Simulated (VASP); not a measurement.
Consider the following.

```
MoSi2
1.0
   -1.61863     1.61863     3.94835
    1.61863    -1.61863     3.94835
    1.61863     1.61863    -3.94835
Si Mo
2 1
Cartesian
  0.00000   0.00000   5.24791
  0.00000   0.00000   2.64879
  0.00000   0.00000   0.00000
```

Level of theory: PBE GGA, VASP's PBE PAW potentials (set 64) (plane waves; VASP). Numerical set-up: 300 eV cut-off, 14×14×14 Γ-centred mesh, Gaussian smearing of 0.10 eV, potentials Si Mo_sv.

At this cut-off the stress carries a Pulay error, which pulls relaxed volumes low.

### Question
Predict the energy per atom (σ→0), pressure, band gap (on the k-mesh) with the smallest direct gap where there is one.

### Answer

```yaml
band gap (on the k-mesh): none (metal, semimetal or under 0.01 eV)
energy per atom (σ→0): -7.746 eV/atom
pressure: -3.16 GPa
```

The absolute energy has meaning only against runs of the same code, potentials and settings.

The structure comes from a computed database's Si2Mo entry; how it stands against other phases isn't given here. The cell was not relaxed at this level.
